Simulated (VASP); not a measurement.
These are LDA (Ceperley-Alder, Perdew-Zunger), VASP's LDA PAW potentials (set 64) (plane waves; VASP 6.6.1) values and carry that method's errors.

Input for VASP

### POSCAR
```
InP
1
    0.0000000000     2.8556046556     2.8556046556
    2.8556046556     0.0000000000     2.8556046556
    2.8556046556     2.8556046556     0.0000000000
In P
1 1
Direct
  0.0000000000   0.0000000000   0.0000000000
  0.2500000000   0.2500000000   0.2500000000
```

KPOINTS:
```
K-points
0
G
 8 8 8
0 0 0
```

INCAR:
```
SYSTEM = InP
PREC = Accurate; ENCUT = 500; LREAL = .FALSE.
LASPH = .TRUE.
EDIFF = 1E-6; NELM = 100; ALGO = Normal
LMAXMIX = 4
ISMEAR = 0; SIGMA = 0.05
IBRION = 2; NSW = 40; ISIF = 3
EDIFFG = -0.02; PSTRESS = 100
LWAVE = .FALSE.; LCHARG = .FALSE.
```

POTCAR, in this order: In_d P (LDA.64 set). Program: vasp_std.

Energy and stress use the plane-wave basis of the starting cell. Unless said otherwise, spin-orbit coupling is left out, though it shifts the bands of the heavy elements here.

Q: What does the run give for the energy per atom (σ→0), volume per atom, band gap (on the k-mesh)?

A: 
```yaml
energy per atom (σ→0): -4.764 eV/atom
band gap (on the k-mesh): 1.18 eV
volume_per_atom: 22.19 Å³/atom
```

OSZICAR:
```
...
DAV:   3    -0.953089609667E+01    0.89119E-01   -0.28483E-01   979   0.136E+01    0.108E+00
DAV:   4    -0.953117157029E+01   -0.27547E-03   -0.15793E-02   804   0.136E+00    0.859E-01
DAV:   5    -0.952881580688E+01    0.23558E-02   -0.15489E-03   879   0.472E-01    0.436E-01
DAV:   6    -0.952834389022E+01    0.47192E-03   -0.49455E-04  1095   0.254E-01    0.123E-01
DAV:   7    -0.952834384617E+01    0.44057E-07   -0.68276E-05   969   0.163E-01    0.151E-02
DAV:   8    -0.952833830857E+01    0.55376E-05   -0.20325E-05   899   0.132E-01    0.315E-03
DAV:   9    -0.952833831647E+01   -0.79049E-08   -0.87085E-07   417   0.120E-02
   3 F= -.67582746E+01 E0= -.67582746E+01  d E =-.363477E-01
```

The compound is InP in the zinc blende structure. This run relaxes it under an external pressure of 10 GPa. Symmetry was kept, so distortions that lower it aren't found.
